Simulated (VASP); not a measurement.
# RbLi (Fm-3m) in VASP: notebook, part 2 of 2

VASP 6.6.1. Earlier steps stand in the parts before.

### Step 3. Relaxation of cell and atoms, PBE (random cell by space group and Wyckoff sites (Fm-3m, No. 225))

INCAR reads:

```
SYSTEM = RbLi
PREC     = Accurate       ! precision mode
ENCUT    = 600            ! plane-wave cutoff, eV
EDIFF    = 1E-7           ! SCF threshold, eV
ISMEAR   = 0              ! smearing method
SIGMA    = 0.1            ! smearing width, eV
LREAL    = .FALSE.        ! projectors in reciprocal space
LASPH    = .TRUE.         ! aspherical terms in the spheres
NELM     = 80             ! most SCF steps
ALGO     = Fast           ! electronic algorithm
ISIF     = 3              ! what is computed and relaxed
LWAVE    = .FALSE.        ! write WAVECAR
LCHARG   = .FALSE.        ! write CHGCAR
GGA      = PE             ! functional
IBRION   = 2              ! ionic algorithm
NSW      = 100            ! ionic steps
EDIFFG   = -0.01          ! ionic threshold
```

KPOINTS reads:

```
regular mesh
0
G
  12 12 12
  0 0 0
```

POSCAR reads:

```
RbLi
1.0
    0.0000000000      3.8657397490      3.8657397490
    3.8657397490      0.0000000000      3.8657397490
    3.8657397490      3.8657397490      0.0000000000
Rb Li
1 1
Direct
    0.5000000000      0.5000000000      0.5000000000
    0.0000000000      0.0000000000      0.0000000000
```

Potentials or basis: VASP PAW PBE potentials, release 64 (Rb_sv, Li_sv).

Launch:

```
cat potpaw_PBE.64/Rb_sv/POTCAR potpaw_PBE.64/Li_sv/POTCAR > POTCAR
mpirun -np 1 vasp_std > vasp.out
```

OUTCAR:

```text
SYSTEM = RbLi
   PREC = Accurate
   ENCUT = 600
   EDIFF = 1E-7
   ISMEAR = 0
   LREAL = .FALSE.
   LASPH = .TRUE.
   NELM = 80
   ISIF = 3
   GGA = PE
   IBRION = 2
   NSW = 100
   EDIFFG = -0.01

 ion  position               nearest neighbor table
   1  0.500  0.500  0.500-   2 3.87   2 3.87   2 3.87   2 3.87   2 3.87   2 3.87
   2  0.000  0.000  0.000-   1 3.87   1 3.87   1 3.87   1 3.87   1 3.87   1 3.87

  LATTYP: Found a face centered cubic cell.
 ALAT       =     7.7314794980

  Lattice vectors:

 A1 = (   0.0000000000,   3.8657397490,   3.8657397490)
 A2 = (   3.8657397490,   0.0000000000,   3.8657397490)
 A3 = (   3.8657397490,   3.8657397490,   0.0000000000)

Analysis of symmetry for initial positions (statically):
=====================================================================
 Subroutine PRICEL returns:
 Original cell was already a primitive cell.

 Routine SETGRP: Setting up the symmetry group for a
 face centered cubic supercell.

 Subroutine GETGRP returns: Found 48 space group operations
 (whereof 48 operations were pure point group operations)
 out of a pool of 48 trial point group operations.

The static configuration has the point symmetry O_h .

Analysis of symmetry for dynamics (positions and initial velocities):
=====================================================================
 Subroutine PRICEL returns:
 Original cell was already a primitive cell.

 Routine SETGRP: Setting up the symmetry group for a
 face centered cubic supercell.

 Subroutine GETGRP returns: Found 48 space group operations
 (whereof 48 operations were pure point group operations)
 out of a pool of 48 trial point group operations.

The dynamic configuration has the point symmetry O_h .

[... 157 lines left out ...]
  -------------------------------------------------------------------------------------
  Total        0.1442570      0.1442570      0.1442570     -0.0000000      0.0000000      0.0000000
  in kB        2.0004136      2.0004136      2.0004136     -0.0000000      0.0000000      0.0000000
  external PRESSURE =       2.0004136 kB  Pullay stress =       0.0000000 kB
[... 131 lines left out ...]
--------------------------------------- Ionic step        5  -------------------------------------------

 number of electron      11.9999999 magnetization

------------------------ aborting loop EDIFF was not reached (unconverged)  ----------------------------

  FORCE on cell =-STRESS in cart. coord.  units (eV):
  Direction    XX          YY          ZZ          XY          YZ          ZX
  --------------------------------------------------------------------------------------
  -------------------------------------------------------------------------------------
  Total       -0.0762438     -0.0762438     -0.0762438      0.0000000     -0.0000000     -0.0000000
  in kB       -0.9793766     -0.9793766     -0.9793766      0.0000000     -0.0000000     -0.0000000
  external PRESSURE =      -0.9793766 kB  Pullay stress =       0.0000000 kB
[... 23 lines left out ...]
--------------------------------------- Ionic step        6  -------------------------------------------

 number of electron      12.0000000 magnetization

 Free energy of the ion-electron system (eV)
  ---------------------------------------------------
  ext. energy  EPLUGINS =         0.00000000
  ---------------------------------------------------
  free energy    TOTEN  =        -2.18905051 eV

  energy without entropy =       -2.18025207  energy(sigma->0) =       -2.18465129

 E-fermi :  -0.2696     XC(G=0):  -5.6778

 val. band max:       -0.3127975360   @ k =  -0.4167   0.1667   0.0000
 cond. band min:      -0.2463786893   @ k =  -0.3333   0.5000   0.1667
 fundamental gap:      0.0664188468
 Fermi energy:        -0.2695555099

 k-point     1 :       0.0000    0.0000    0.0000
  band No.  band energies     occupation
      1     -48.3812      2.00000
      2     -28.6263      2.00000
      3     -12.7094      2.00000
      4     -12.7094      2.00000
      5     -12.7094      2.00000
      6      -2.4605      2.00000
      7       3.0894      0.00000
      8       3.0894      0.00000
      9       3.0903      0.00000
     10       3.1739      0.00000
[... 287 lines left out ...]
 k-point    24 :      -0.4167    0.1667    0.0000
  band No.  band energies     occupation
      1     -48.3812      2.00000
      2     -28.6253      2.00000
      3     -12.7447      2.00000
      4     -12.7216      2.00000
      5     -12.7160      2.00000
      6      -0.6562      2.00000
      7      -0.3128      1.45915
      8       1.2769      0.00000
      9       1.7911      0.00000
     10       3.6680      0.00000

 [... further k-points ...]

------------------------ aborting loop because EDIFF is reached ----------------------------------------

  FORCE on cell =-STRESS in cart. coord.  units (eV):
  Direction    XX          YY          ZZ          XY          YZ          ZX
  --------------------------------------------------------------------------------------
  -------------------------------------------------------------------------------------
  Total        0.0103816      0.0103816      0.0103816      0.0000000      0.0000000      0.0000000
  in kB        0.1368597      0.1368597      0.1368597      0.0000000      0.0000000      0.0000000
  external PRESSURE =       0.1368597 kB  Pullay stress =       0.0000000 kB
[... 17 lines left out ...]
  FREE ENERGIE OF THE ION-ELECTRON SYSTEM (eV)
  ---------------------------------------------------
  free  energy   TOTEN  =        -2.1890505092 eV

  energy  without entropy=       -2.1802520728  energy(sigma->0) =       -2.18465129

 reached required accuracy - stopping structural energy minimisation
```

CONTCAR:

```text
RbLi
   1.00000000000000
    -0.0000000000000000    3.9314867837452159    3.9314867837452159
     3.9314867837452159    0.0000000000000000    3.9314867837452159
     3.9314867837452159    3.9314867837452159   -0.0000000000000000
  Rb              Li
     1     1
Direct
     0.5000000000000000    0.5000000000000000    0.5000000000000000
     0.0000000000000000    0.0000000000000000    0.0000000000000000

  0.00000000E+00  0.00000000E+00  0.00000000E+00
  0.00000000E+00  0.00000000E+00  0.00000000E+00
```

Wall time 36 min (1 thread of AMD EPYC 9R45 (Zen 5), shared host); peak memory 0.4 GiB.

What came out:

```yaml
Free_energy: -2.1891 eV
Relaxed_volume: 60.77 Å³/atom
Relaxed_cell: a = 5.560 Å, b = 5.560 Å, c = 5.560 Å, α = 60.00°, β = 60.00°, γ = 60.00°
Space_group_after_relaxing_to_0.05_Å: Fm-3m (No. 225)
Energy_gained_by_relaxing: 1.9 meV/atom
Ionic_steps: 6
Pressure_after_relaxing: 0.0 GPa
Band_gap_on_the_k_mesh: none (metal or under the smearing width)
```

Step by step:
```
step  energy change (eV)  largest force (eV/Å)  pressure (GPa)  volume (Å³)
   1              0.0000                0.0000            0.20       115.54
   2             -0.0014                0.0000            0.14       116.75
   3             -0.0023                0.0000            0.11       117.87
   4             -0.0035                0.0000            0.05       120.13
   5             -0.0029                0.0000           -0.10       124.73
   6             -0.0037                0.0000            0.01       121.53
```

Final structure:
```
Rb Li
1.0
     0.00000    3.93149    3.93149
     3.93149    0.00000    3.93149
     3.93149    3.93149    0.00000
Rb Li
1 1
Direct
  0.50000 0.50000 0.50000
  0.00000 0.00000 0.00000
```

Caveat: the cutoff is under 1.25 times the usual one of these potentials, so pressure, stress and relaxed cells hold a basis-set (Pulay) error.

### Step 4. Single point, PBE (random cell by space group and Wyckoff sites (Fm-3m, No. 225))

INCAR reads:

```
  PREC = Accurate
  ENCUT = 520
  EDIFF = 1E-7
  ISMEAR = 0
  SIGMA = 0.1
  LREAL = False
  LASPH = True
  NELM = 80
  ALGO = Normal
  ISIF = 2
  LWAVE = False
  LCHARG = False
  GGA = PE
  NBANDS = 13
```

KPOINTS reads:

```
regular mesh
0
Gamma
  4 4 4
```

POSCAR reads:

```
RbLi
1.0
    0.0000000000      3.6183201600      3.6183201600
    3.6183201600      0.0000000000      3.6183201600
    3.6183201600      3.6183201600      0.0000000000
Rb Li
1 1
Direct
    0.5000000000      0.5000000000      0.5000000000
    0.0000000000      0.0000000000      0.0000000000
```

Launch:

```
cat potpaw_PBE.64/Rb_sv/POTCAR potpaw_PBE.64/Li_sv/POTCAR > POTCAR
mpirun -np 1 vasp_std > vasp.out
```

Run time: 8.3 s. Hardware: 1 thread of AMD EPYC 9R45 (Zen 5), shared host; peak memory 0.2 GiB.

Results (log left out):

| Item | Value |
| --- | --- |
| Free energy | -2.1490 eV |
| Band gap on the k mesh | none (metal or under the smearing width) |

Levels at points of the mesh, in eV from the Fermi level:
```
           k point  band 3  band 4  band 5  band 6  band 7  band 8  band 9  band 10
(0.00, 0.00, 0.00)  -12.49  -12.49  -12.49   -2.76    3.29    3.29    3.29     3.77
(0.50, 0.00, 0.00)  -12.59  -12.50  -12.50   -0.85   -0.36    1.89    1.89     4.92
(0.50, 0.50, 0.00)  -12.58  -12.52  -12.52   -0.42    0.18    1.52    2.32     2.32
```

Caveat: the k mesh is coarse (spacing up to 0.38 Å⁻¹), so the values aren't converged; the cutoff is under 1.25 times the usual one of these potentials, so pressure, stress and relaxed cells hold a basis-set (Pulay) error.

### Step 5. Overview

| task | cell | k mesh | cutoff (eV) | mesh quality | gap on the mesh (eV) |
| --- | --- | --- | --- | --- | --- |
| single point | random cell by space group and Wyckoff sites (Fm-3m, No. 225) | 12 × 12 × 12 | 520 | not flagged | none |
| relaxation of cell and atoms | relaxed from: random cell by space group and Wyckoff sites (Fm-3m, No. 225) | 12 × 12 × 12 | 600 | not flagged | none |
| single point | random cell by space group and Wyckoff sites (Fm-3m, No. 225) | 4 × 4 × 4 | 520 | coarse | none |

Alike in all rows: level PBE; potentials or basis VASP PAW PBE potentials, release 64 (Rb_sv, Li_sv); no spin polarisation; smearing gaussian 0.1 eV.

Caveats: some runs use coarse meshes; the cutoff is under 1.25 times the usual one of these potentials, so pressure, stress and relaxed cells hold a basis-set (Pulay) error.

Absolute energies hang on the potentials; compare differences alone.
